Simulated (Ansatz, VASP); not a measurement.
**LiBe: VASP beside Ansatz**

```
Be Li
1.0
     2.28058    0.00000    0.00000
     0.00000    3.58853    0.00000
    -0.39905    0.00000    5.47652
Be Li
2 2
Direct
  0.24358 0.75000 0.42383
  0.75642 0.25000 0.57617
  0.26315 0.75000 0.84514
  0.73685 0.25000 0.15486
```

Change from the starting cell: volume scaled by 0.98.

Alike in both runs: task single point; functional PBE; k mesh 11 × 7 × 5; occupations fermi-dirac, width 0.05 eV; no spin polarisation.

|  | VASP | Ansatz |
| --- | --- | --- |
| version | VASP 6.6.1 | Ansatz 0.2.0 |
| potentials or method | VASP PAW PBE potentials, release 64 (Be, Li_sv) | Ansatz PAW |
| plane-wave cutoff (eV) | 520 | 420 |
| valence electrons in the cell | 10 | 10 |

VASP gave:

- gap on the k mesh at the Fermi level (eV): none
- rms of the force components (eV/Å): 0.026

Which values does Ansatz return?

gap on the k mesh at the Fermi level (eV): none; rms of the force components (eV/Å): 0.024.

Atom by atom the forces differ by 0.002 eV/Å (rms over components). A gap of «none» marks a metal or a gap that the smearing closes.
